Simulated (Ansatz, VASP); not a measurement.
# Two plane-wave programs on SiAs5

Contents of INCAR:

```
SYSTEM = SiAs5
PREC = Accurate
ENCUT = 520
EDIFF = 1E-6
ISMEAR = 0
SIGMA = 0.1
LREAL = .FALSE.
LASPH = .TRUE.
NELM = 60
ALGO = Normal
ISIF = 2
LWAVE = .FALSE.
LCHARG = .FALSE.
GGA = PE
NBANDS = 24
```

KPOINTS

```
regular mesh
0
G
  3 3 4
  0 0 0
```

File POSCAR:

```
SiAs5
1.0
    5.7817678200      0.0000000000      0.0000000000
   -2.8908839100      5.0071578100      0.0000000000
    0.0000000000      0.0000000000      4.8201201000
Si As
1 5
Direct
    0.0000000000      0.0000000000      0.0000000000
    0.5000000000      0.0000000000      0.5000000000
    0.5000000000      0.5000000000      0.5000000000
    0.0000000000      0.5000000000      0.5000000000
    0.3333333300      0.6666666700      0.0000000000
    0.6666666700      0.3333333300      0.0000000000
```

Input for Ansatz:

```yaml
crystal:
  lattice:
    - [5.78176782, 0.0, 0.0]
    - [-2.89088391, 5.00715781, 0.0]
    - [0.0, 0.0, 4.8201201]
  atoms:
    - { symbol: Si, position: [0.0, 0.0, 0.0] }
    - { symbol: As, position: [0.5, 0.0, 0.5] }
    - { symbol: As, position: [0.5, 0.5, 0.5] }
    - { symbol: As, position: [0.0, 0.5, 0.5] }
    - { symbol: As, position: [0.33333333, 0.66666667, 0.0] }
    - { symbol: As, position: [0.66666667, 0.33333333, 0.0] }
basis:
  ecutwfc: 420
kpoints:
  mp_grid: { grid: [3, 3, 4] }
hamiltonian:
  xc: pbe
scf:
  occupations: { method: gaussian, width: 0.1 }
  lower_state_search: "off"
output:
  forces: true
  stress: true
  eigenvalues: true
```

Change from the starting cell: species swapped into the YFe5 type (P6/mmm, No. 191).

Alike in both runs: task single point; functional PBE; k mesh 3 × 3 × 4; occupations gaussian, width 0.1 eV; no spin polarisation.

```csv
,VASP,Ansatz
version,VASP 6.6.1,Ansatz 0.2.0
potentials or method,"VASP PAW PBE potentials, release 64 (Si, As)","scalar-relativistic, plane waves, PAW"
plane-wave cutoff (eV),520,420
valence electrons in the cell,29,79
```

Ansatz gave:

| Property | Result |
| --- | --- |
| gap on the k mesh at the Fermi level (eV) | none |
| pressure (GPa) | -4.5 |
| largest component of the traceless stress (GPa) | 4.29 |

Question: Estimate VASP's values.

Answer: gap on the k mesh at the Fermi level (eV): none; pressure (GPa): -4.4; largest component of the traceless stress (GPa): 4.30.

A gap of «none» marks a metal or a gap that the smearing closes. The two sets of potentials don't hold the same shells in valence.

Caveats: the k mesh is coarse (spacing up to 0.42 Å⁻¹), so the values aren't converged.
